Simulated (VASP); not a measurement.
An input for Ansatz (written as the equivalent of a VASP run, and not itself run):

Ansatz 0.2 input:
```yaml
crystal:
  lattice:
    - [3.9065987, 0.0000000, 0.0000000]
    - [0.0000000, 3.9065987, 0.0000000]
    - [0.0000000, 0.0000000, 3.9065987]
  atoms:
    - { symbol: K, position: [0.0000000, 0.0000000, 0.0000000] }
    - { symbol: Ta, position: [0.5000000, 0.5000000, 0.5000000] }
    - { symbol: O, position: [0.5000000, 0.0000000, 0.5000000] }
    - { symbol: O, position: [0.0000000, 0.5000000, 0.5000000] }
    - { symbol: O, position: [0.5000000, 0.5000000, 0.0000000] }
kpoints:
  mp_grid: { grid: [6, 6, 6] }
hamiltonian:
  xc: r2scan
  dispersion: rvv10
  pseudopotentials: { kind: paw }
scf:
  occupations: { method: gaussian, width: 0.05 }
  max_iter: 100
output: { forces: true, stress: true, eigenvalues: true }
```

Translate this input to VASP (INCAR, KPOINTS, POSCAR, choice of POTCAR).

One answer among several that fit: 
File POSCAR:
```
KTaO3
1
    3.9065986793     0.0000000000     0.0000000000
    0.0000000000     3.9065986793     0.0000000000
    0.0000000000     0.0000000000     3.9065986793
K Ta O
1 1 3
Direct
  0.0000000000   0.0000000000   0.0000000000
  0.5000000000   0.5000000000   0.5000000000
  0.5000000000   0.0000000000   0.5000000000
  0.0000000000   0.5000000000   0.5000000000
  0.5000000000   0.5000000000   0.0000000000
```

File KPOINTS:
```
Automatic
0
G
6 6 6
```

**INCAR**
```
SYSTEM = KTaO3
PREC = Accurate
ENCUT = 520
EDIFF = 1E-7
NELM = 100
ALGO = Normal
LREAL = .FALSE.
LASPH = .TRUE.
ISMEAR = 0
SIGMA = 0.05
METAGGA = R2SCAN
LUSE_VDW = .TRUE.
BPARAM = 11.95
CPARAM = 0.0093
LMIXTAU = .TRUE.
LMAXMIX = 6
LWAVE = .FALSE.
LCHARG = .FALSE.
ISIF = 2
```

POTCAR, in this order: K_sv Ta_pv O (PBE.64 set). Program: vasp_std.

Limits of the translation: each code has its own PAW files, so the cut-off isn't converted (ENCUT is set for VASP's; basis.ecutwfc is left out, and Ansatz then takes the one that its files recommend); Ansatz stops its SCF on the density residual and VASP on the energy change (EDIFF).

The compound is KTaO3 in the cubic perovskite structure. This cell is one point of a volume scan, at 0.94 of the reference volume.
